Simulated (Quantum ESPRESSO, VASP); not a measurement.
# Ho (P6_3/mmc, 2 atoms in the cell) computed with different codes at matched settings

Self-consistent single point.

```xyz
2
Lattice="1.7900 -3.1004 0.0000 1.7900 3.1004 0.0000 0.0000 0.0000 5.6200" Properties=species:S:1:pos:R:3 pbc="T T T"
Ho     1.7900     1.0335     1.4050
Ho     1.7900    -1.0335     4.2150
```
Moments meant for the start (each program seeds them in its own way; μB, in the order of the atoms Ho Ho): 4.0 4.0.

All programs got the same cell, k-point mesh and kind of occupations, and the same starting moments (in Quantum ESPRESSO's words: occupations = smearing; smearing = gauss; degauss = 0.0147 Ry; nspin = 2; K_POINTS = automatic 7 7 4 0 0 0); potentials, basis and cutoffs are each program's usual ones.

```
code                                                          model  pressure (GPa)  size of the net moment (μB/atom)  cutoff
----------------  -------------------------------------------------  --------------  --------------------------------  ------
Quantum ESPRESSO  PBE, SSSP 1.1.2 efficiency (PBE) pseudopotentials            0.57                              3.37   50 Ry
VASP                        PBE, VASP's PBE PAW potentials (set 64)            1.69                              3.70  300 eV
```

The net moments differ, which can mean other magnetic states; other values may part for that reason too.

The spread over the programs that give each value: pressure within 1.12 GPa; size of the net moment within 0.33 μB/atom.

The starting cell has typed, rounded lattice constants, without a prior relaxation at this level. On Quantum ESPRESSO's run: Spin-orbit coupling is off. The magnetic order is the one reached from the typed start; others were not searched systematically. With U or open f shells several self-consistent states can exist. The f electrons are in the valence without U or exact exchange, which can misplace them near the Fermi level. Spin-orbit terms, which matter for f shells, are left out.

### Question
Why do the programs differ, and what cannot be compared?

### Answer
Differences of this kind can come from the potentials, where these differ, and from what each basis and cutoff leave unconverged. The zero of total energies and Fermi levels follows the potentials and each program's conventions, so they are not compared here. Site moments depend on each program's spheres or projections; the total moment of the cell does not.

VASP's run is marked for a possible Pulay error in its stress at this cutoff; no cutoff test was made.

Left out of this page: Ansatz (with a known weakness of the program); GPAW and Elk (failed or unconverged); FLEUR (not drawn, or without a comparable value).
